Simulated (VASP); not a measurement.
Input:

```xyz
2
Lattice="0.0000 2.1119 2.1119 2.1119 0.0000 2.1119 2.1119 2.1119 0.0000" Properties=species:S:1:pos:R:3 pbc="T T T"
Ti     0.0000     0.0000     0.0000
N      2.1119     2.1119     2.1119
```

The numbers are results of PBE GGA, VASP's PBE PAW potentials (set 64) (plane waves; VASP), not measurements. Settings: 620 eV cut-off, 15×15×15 Γ-centred mesh, first-order Methfessel-Paxton smearing of 0.10 eV, potentials Ti_sv N.

Problem. The ions, cell shape and volume at an external pressure of 10.0 GPa are relaxed. Give the cell that the relaxation ends in.

Solution. 
```xyz
2
Lattice="0.0000 2.1006 2.1006 2.1006 0.0000 2.1006 2.1006 2.1006 0.0000" Properties=species:S:1:pos:R:3 pbc="T T T"
Ti     0.0000     0.0000     0.0000
N      2.1006     2.1006     2.1006
```
Space group Fm-3m (225), at a tolerance of 0.03 Å.

Problem. How do energy and volume change from the first to the last step?

Solution. The energy (σ→0) changes by +7.0 meV/atom and the volume by -1.6 %, in 3 ionic steps.

```tsv
step	E(σ→0) (eV)	max force (eV/Å)	pressure (GPa)	volume (Å³)
1	-19.6335	0.000	4.96	18.84
2	-19.5751	0.000	18.99	18.04
3	-19.6195	0.000	9.97	18.54
```

The compound is TiN in the rock salt structure. This run relaxes it under an external pressure of 10 GPa. Symmetry was kept, so distortions that lower it aren't found. The electron count is odd and the run is not spin-polarised, which forces a metal.
